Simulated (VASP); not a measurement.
OSZICAR of a VASP run on Au (fcc):

**OSZICAR**
```
       N       E                     dE             d eps       ncg     rms          rms(c)
DAV:   1     0.464883159641E+02    0.46488E+02   -0.58765E+03  2344   0.109E+03
DAV:   2    -0.800424750357E+00   -0.47289E+02   -0.44376E+02  2243   0.203E+02
DAV:   3    -0.120675745594E+01   -0.40633E+00   -0.40601E+00  2614   0.196E+01
DAV:   4    -0.120786406704E+01   -0.11066E-02   -0.11066E-02  2404   0.104E+00
DAV:   5    -0.120787004016E+01   -0.59731E-05   -0.59744E-05  2451   0.783E-02    0.102E+01
DAV:   6    -0.922652604188E+00    0.28522E+00   -0.89959E-01  2198   0.933E+00    0.626E+00
DAV:   7    -0.899497870562E+00    0.23155E-01   -0.90520E-02  2308   0.290E+00    0.286E+00
DAV:   8    -0.896601249844E+00    0.28966E-02   -0.26776E-03  2298   0.588E-01    0.289E-01
DAV:   9    -0.896584449277E+00    0.16801E-04   -0.21452E-05  2378   0.525E-02    0.172E-02
DAV:  10    -0.896588926141E+00   -0.44769E-05   -0.21203E-06  2376   0.176E-02    0.280E-03
DAV:  11    -0.896588927231E+00   -0.10903E-08   -0.46927E-08  1695   0.219E-03
   1 F= -.89658893E+00 E0= -.89645705E+00  d E =-.395628E-03
```

Q: Which electronic solver shows in the log?

A: It is blocked Davidson (ALGO = Normal, or the opening steps of other solvers). The INCAR had ALGO = Normal.

Q: Can the final energy be trusted as converged?

A: The run converged. It stopped with EDIFF = 1E-7, NELM = 100 (vdW-DF-cx, plane waves, VASP's PBE PAW potentials (set 64)).

The compound is Au in the fcc structure. This cell is one point of a volume scan, at 0.97 of the reference volume.
